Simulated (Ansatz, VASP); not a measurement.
# LiMg8: VASP beside Ansatz

```
Mg Li
1.0
     6.42014    0.00000    0.00000
     0.00000    5.13791    0.00000
     0.00000    0.00000   19.16448
Mg Li
8 1
Direct
  0.00000 0.75000 0.20872
  0.50000 0.75000 0.20872
  0.25000 0.25000 0.25707
  0.75000 0.25000 0.25707
  0.25000 0.75000 0.35872
  0.75000 0.75000 0.35872
  0.00000 0.25000 0.39993
  0.50000 0.25000 0.39993
  0.12500 0.25000 0.53227
```

Alike in both runs: functional PBE; k mesh 4 × 5 × 1; occupations gaussian, width 0.1 eV; no spin polarisation.

Ansatz relaxed the structure, and its values are those at the end. VASP's run is a single point on that final structure, the one shown.

|  | VASP | Ansatz |
| --- | --- | --- |
| version | VASP 6.6.1 | Ansatz 0.2.0 |
| potentials or method | VASP PAW PBE potentials, release 64 (Mg, Li_sv) | scalar-relativistic, plane waves, PAW |
| plane-wave cutoff (eV) | 520 | 420 |
| valence electrons in the cell | 19 | 83 |

```tsv
	VASP	Ansatz	Ansatz less VASP
gap on the k mesh at the Fermi level (eV)	none	none	-
rms of the force components (eV/Å)	0.142	0.140	-0.0020
work function, face that differs most (eV)	1.54	1.95	+0.412
```

A gap of «none» marks a metal or a gap that the smearing closes. The functional is the same, so the differences come from potentials, cutoffs and numerics. The two sets of potentials don't hold the same shells in valence.
